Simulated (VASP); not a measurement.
An input for Ansatz (written as the equivalent of a VASP run, and not itself run):

Ansatz 0.2 input:
```yaml
crystal:
  lattice:
    - [1.3740671, -2.3799539, 0.0000000]
    - [1.3740671, 2.3799539, 0.0000000]
    - [0.0000000, 0.0000000, 4.4527566]
  atoms:
    - { symbol: Re, position: [0.3333330, 0.6666670, 0.2500000] }
    - { symbol: Re, position: [0.6666670, 0.3333330, 0.7500000] }
kpoints:
  mp_grid: { grid: [15, 15, 8] }
hamiltonian:
  xc: pbe
  pseudopotentials: { kind: paw }
scf:
  occupations: { method: methfessel_paxton, width: 0.1 }
  max_iter: 100
relax:
  max_steps: 40
  f_tol: 0.02
  cell: { p_target: 10 }
output: { forces: true, stress: true, eigenvalues: true }
```

Write the VASP files for the same calculation (PBE).

Several could match; the one computed here: 
**KPOINTS**
```
K-points
0
gamma
 15 15 8
0 0 0
```

**POSCAR**
```
Re
1
    1.3740671053    -2.3799539236    -0.0000000000
    1.3740671053     2.3799539236     0.0000000000
    0.0000000000     0.0000000000     4.4527565812
Re
2
Direct
  0.3333330000   0.6666670000   0.2500000000
  0.6666670000   0.3333330000   0.7500000000
```

### INCAR
```
# general
SYSTEM =Re
PREC   =Accurate
ENCUT  =500
LREAL  =.False.
LASPH  =.True.

# electronic loop
EDIFF  =1E-6
NELM   =100
ALGO   =Normal
LMAXMIX=6

# smearing
ISMEAR =1
SIGMA  =0.1

# functional
GGA    =PE

# ions
IBRION =2
NSW    =40
ISIF   =3
EDIFFG =-0.02
PSTRESS=100

# output
LWAVE  =.False.
LCHARG =.False.
```

POTCAR, in this order: Re (PBE.64 set). Program: vasp_std.

Limits of the translation: each code has its own PAW files, so the cut-off isn't converted (ENCUT is set for VASP's; basis.ecutwfc is left out, and Ansatz then takes the one that its files recommend); Ansatz stops its SCF on the density residual and VASP on the energy change (EDIFF).

The compound is Re in the hcp structure. It was relaxed first under an external pressure of 10 GPa.
